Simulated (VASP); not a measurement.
VASP input:

### POSCAR
```
CuI
1
    0.0000000000     3.0811379870     3.0811379870
    3.0811379870     0.0000000000     3.0811379870
    3.0811379870     3.0811379870     0.0000000000
Cu I
1 1
Direct
  0.0000000000   0.0000000000   0.0000000000
  0.2500000000   0.2500000000   0.2500000000
```

INCAR:
```
! general
SYSTEM  = CuI
PREC    = Accurate
ENCUT   = 520   ! plane-wave cut-off (eV)
LREAL   = F   ! projection in real space or not
LASPH   = T   ! aspherical one-centre terms

! electronic loop
EDIFF   = 1E-7   ! SCF stop (eV)
NELM    = 100   ! most electronic steps
ALGO    = Normal   ! blocked Davidson
LMAXMIX = 4   ! l cut-off of mixed one-centre charges

! smearing
ISMEAR  = -5   ! tetrahedra, Bloechl

! functional
GGA     = RE

! ions
ISIF    = 2   ! forces and stress, cell fixed

! output
LWAVE   = F
LCHARG  = T
LORBIT  = 11
NEDOS   = 601   ! DOS grid
```

File KPOINTS:
```
kpoints
0
Gamma
  8 8 8
```

POTCAR, in this order: Cu I (PBE.64 set). Program: vasp_std.

### Question
Write an equivalent input for Ansatz.

### Answer
One equivalent input (not run):
Ansatz 0.2 input:
```yaml
crystal:
  lattice:
    - [0.0000000, 3.0811380, 3.0811380]
    - [3.0811380, 0.0000000, 3.0811380]
    - [3.0811380, 3.0811380, 0.0000000]
  atoms:
    - { symbol: Cu, position: [0.0000000, 0.0000000, 0.0000000] }
    - { symbol: I, position: [0.2500000, 0.2500000, 0.2500000] }
kpoints:
  mp_grid: { grid: [8, 8, 8] }
hamiltonian:
  xc: revpbe
  pseudopotentials: { kind: paw }
scf:
  occupations: { method: tetrahedron }
  max_iter: 100
output: { forces: true, stress: true, eigenvalues: true }
```
The two are equivalent in intent, not identical: each code has its own PAW files, so the cut-off isn't converted (ENCUT is set for VASP's; basis.ecutwfc is left out, and Ansatz then takes the one that its files recommend); Ansatz stops its SCF on the density residual and VASP on the energy change (EDIFF).

The compound is CuI in the zinc blende structure. It was relaxed first, which changed the volume by +6 %.
